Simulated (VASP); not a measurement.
Method: PBE GGA with D3 dispersion (zero damping), VASP's PBE PAW potentials (set 64) (plane waves; VASP).

A VASP calculation is set up with these files.

POSCAR:
```
Bi2Te3
1.0
 10.1961305788  -2.2167861105  -0.0212511636
 10.1961305788   2.2167861105  -0.0212511636
  9.7221098414   0.0000000000   3.7889628416
Bi Te
2 3
direct
  0.3999440720   0.3999440720   0.3999440720
  0.6000559280   0.6000559280   0.6000559280
  0.0000000000   0.0000000000   0.0000000000
  0.2102520248   0.2102520248   0.2102520248
  0.7897479752   0.7897479752   0.7897479752
```

KPOINTS:
```
Automatic mesh
0
G
  5 5 5
```

INCAR:
```
SYSTEM = Bi2Te3
PREC = Accurate
ENCUT = 520
EDIFF = 1E-6
NELM = 100
ALGO = Normal
LREAL = .FALSE.
LASPH = .TRUE.
ISMEAR = 0
SIGMA = 0.05
GGA = PE
IVDW = 11
LMAXMIX = 4
LWAVE = .FALSE.
LCHARG = .FALSE.
IBRION = 2
ISIF = 3
NSW = 60
EDIFFG = -0.02
```

POTCAR, in this order: Bi_d Te (PBE.64 set). Program: vasp_std.

Output of the run:

**OSZICAR**
```
       N       E                     dE             d eps       ncg     rms          rms(c)
DAV:   1     0.435235998110E+03    0.43524E+03   -0.21891E+04  1064   0.165E+03
DAV:   2     0.289785030180E+02   -0.40626E+03   -0.39620E+03  1152   0.410E+02
DAV:   3    -0.165034938116E+02   -0.45482E+02   -0.43463E+02  1348   0.147E+02
DAV:   4    -0.185388829247E+02   -0.20354E+01   -0.20132E+01  1212   0.319E+01
DAV:   5    -0.186444922822E+02   -0.10561E+00   -0.10527E+00  1580   0.719E+00    0.742E+00
DAV:   6    -0.183495082627E+02    0.29498E+00   -0.75515E-01  1192   0.544E+00    0.575E+00
DAV:   7    -0.183606342100E+02   -0.11126E-01   -0.29263E-01  1400   0.237E+00    0.134E+00
DAV:   8    -0.183627600667E+02   -0.21259E-02   -0.29041E-02  1208   0.108E+00    0.639E-01
DAV:   9    -0.183626593959E+02    0.10067E-03   -0.44348E-03  1284   0.431E-01    0.323E-01
DAV:  10    -0.183630045147E+02   -0.34512E-03   -0.13064E-03  1324   0.173E-01    0.862E-02
DAV:  11    -0.183630498255E+02   -0.45311E-04   -0.78812E-05  1336   0.475E-02    0.480E-02
DAV:  12    -0.183630571920E+02   -0.73665E-05   -0.14428E-05  1088   0.227E-02    0.161E-02
DAV:  13    -0.183630591193E+02   -0.19273E-05   -0.63596E-06  1108   0.133E-02    0.502E-03
DAV:  14    -0.183630590141E+02    0.10528E-06   -0.48959E-07   716   0.536E-03
   1 F= -.19806974E+02 E0= -.19806973E+02  d E =-.198070E+02
       N       E                     dE             d eps       ncg     rms          rms(c)
DAV:   1    -0.183656566776E+02   -0.25976E-02   -0.47075E-02  1616   0.175E+00    0.144E-01
DAV:   2    -0.183651663256E+02    0.49035E-03   -0.13473E-03  1332   0.421E-01    0.637E-02
DAV:   3    -0.183650363350E+02    0.12999E-03   -0.46316E-04  1344   0.232E-01    0.151E-02
DAV:   4    -0.183650325398E+02    0.37952E-05   -0.34863E-05  1524   0.434E-02    0.979E-03
DAV:   5    -0.183650302959E+02    0.22439E-05   -0.15850E-06   724   0.120E-02    0.520E-03
DAV:   6    -0.183650291755E+02    0.11204E-05   -0.12296E-06   660   0.890E-03    0.230E-03
DAV:   7    -0.183650293094E+02   -0.13385E-06   -0.34143E-07   660   0.804E-03
   2 F= -.19807068E+02 E0= -.19807068E+02  d E =-.944162E-04
```

OUTCAR:
```
------------------------ aborting loop because EDIFF is reached ----------------------------------------
 Edisp (eV)   -1.44204
  FORCE on cell =-STRESS in cart. coord.  units (eV):
  Direction    XX          YY          ZZ          XY          YZ          ZX
  --------------------------------------------------------------------------------------
  Total      -0.00453    -0.05905    -0.05820     0.00000     0.00000     0.00678
  in kB      -0.04210    -0.54875    -0.54091     0.00000     0.00000     0.06303
  external pressure =       -0.38 kB  Pullay stress =        0.00 kB
  volume of cell :      172.40
      direct lattice vectors                 reciprocal lattice vectors
    10.206062882 -2.217006305 -0.020143618     0.048743482 -0.225529354 -0.125149117
    10.206062882  2.217006305 -0.020143618     0.048743482  0.225529354 -0.125149117
     9.731995060 -0.000000000  3.790448858     0.000518076  0.000000000  0.262490836
 POSITION                                       TOTAL-FORCE (eV/Angst)
 -----------------------------------------------------------------------------------
     12.05463     -0.00000      1.49969        -0.010720      0.000000     -0.001334
     18.08949     -0.00000      2.25047         0.010720     -0.000000      0.001334
     20.41213     -0.00000     -0.04029        -0.000000      0.000000      0.000000
      6.33720     -0.00000      0.78840         0.006190     -0.000000      0.000770
     23.80692     -0.00000      2.96177        -0.006190      0.000000     -0.000770
 -----------------------------------------------------------------------------------
    total drift:                                0.000000     -0.000000      0.000000
  FREE ENERGIE OF THE ION-ELECTRON SYSTEM (eV)
  ---------------------------------------------------
  free  energy   TOTEN  =       -19.8070684672 eV

  energy  without entropy=      -19.8070673770  energy(sigma->0) =      -19.80706792

 reached required accuracy - stopping structural energy minimisation
```
(Selected blocks of OUTCAR.)

### CONTCAR
```
Bi2Te3
   1.00000000000000
    10.2060628823474246   -2.2170063051199973   -0.0201436179558749
    10.2060628823474246    2.2170063051199973   -0.0201436179558749
     9.7319950595379670   -0.0000000000000000    3.7904488579931108
  Bi              Te
     2     3
Direct
     0.3998998719789265    0.3998998719789265    0.3998998719789265
     0.6001001280210735    0.6001001280210735    0.6001001280210735
     1.0000000000000000    1.0000000000000000    0.0000000000000000
     0.2102299760267854    0.2102299760267854    0.2102299760267854
     0.7897700239732146    0.7897700239732146    0.7897700239732146
```

File OUTCAR:
```
 val. band max:        5.9441409036   @ k =   0.0000   0.0000   0.0000

 cond. band min:       6.1896171197   @ k =   0.0000   0.0000   0.0000


 Fermi energy:         6.0668790418

 k-point     1 :       0.0000    0.0000    0.0000
  band No.  band energies     occupation
      1     -17.2038      2.00000
      2     -17.2038      2.00000
      3     -17.2024      2.00000
      4     -17.2024      2.00000
      5     -17.1951      2.00000
      6     -17.1939      2.00000
      7     -17.1920      2.00000
      8     -17.1920      2.00000
      9     -17.1905      2.00000
     10     -17.1905      2.00000
     11      -7.2369      2.00000
     12      -6.5380      2.00000
     13      -5.2833      2.00000
     14      -2.8841      2.00000
     15      -2.4199      2.00000
     16       3.7363      2.00000
     17       3.9860      2.00000
     18       4.2249      2.00000
     19       4.2249      2.00000
     20       4.2577      2.00000
     21       4.2577      2.00000
     22       5.0880      2.00000
     23       5.0880      2.00000
     24       5.9441      1.99948
     25       6.1896      0.00052
     26       6.6236      0.00000
     27       6.6236      0.00000
     28       7.8658      0.00000

 k-point     2 :       0.2000   -0.0000   -0.0000
  band No.  band energies     occupation
      1     -17.2063      2.00000
      2     -17.2046      2.00000
      3     -17.2004      2.00000
      4     -17.1991      2.00000
      5     -17.1946      2.00000
      6     -17.1928      2.00000
      7     -17.1921      2.00000
      8     -17.1918      2.00000
      9     -17.1907      2.00000
     10     -17.1900      2.00000
     11      -6.8991      2.00000
     12      -6.2586      2.00000
     13      -5.0618      2.00000
     14      -3.2374      2.00000
     15      -2.7458      2.00000
     16       2.5482      2.00000
     17       2.6608      2.00000
     18       3.2082      2.00000
     19       3.4214      2.00000
     20       4.0159      2.00000
...
```

Unless said otherwise, spin-orbit coupling is left out, though it shifts the bands of the heavy elements here.

The compound is Bi2Te3 in the tetradymite structure. This run relaxes it. Symmetry was kept, so distortions that lower it aren't found. The start is the result of an earlier pass.
